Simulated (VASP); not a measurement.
Molecule: NCClH2, in a box.

```
N C Cl H
1.0
    12.00000    0.00000    0.00000
     0.00000   11.00000    0.00000
     0.00000    0.00000   11.00000
N C Cl H
1 1 1 2
Direct
  0.43350 0.42831 0.46881
  0.51647 0.48782 0.50234
  0.62249 0.41996 0.58437
  0.37968 0.48239 0.42181
  0.53400 0.58386 0.48668
```

Base run:

```yaml
Program: VASP 6.6.1
Functional: PBE
Potentials_or_basis: VASP PAW PBE potentials, release 64 (N, C, Cl, H)
Cutoff: 520 eV
k_mesh: 1 × 1 × 1
Occupations: gaussian, width 0.01 eV
Spin: no spin polarisation
```

Its results: gap between the frontier levels 5.10 eV; largest force 0.898 eV/Å.

Question: The run is repeated on the same cell with these changes: functional from PBE to RPBE; further incar settings from ALGO = Normal; EDIFF = 1e-07; NBANDS = 17 to ALGO = Normal; EDIFF = 1e-07. What comes out?

Answer: Gap between the frontier levels 5.15 eV; largest force 1.310 eV/Å.

Caveats: the standard files for N, O and F lose accuracy on very short bonds; the PAW data sets were made with another functional, which shifts forces and pressure a little (some runs).

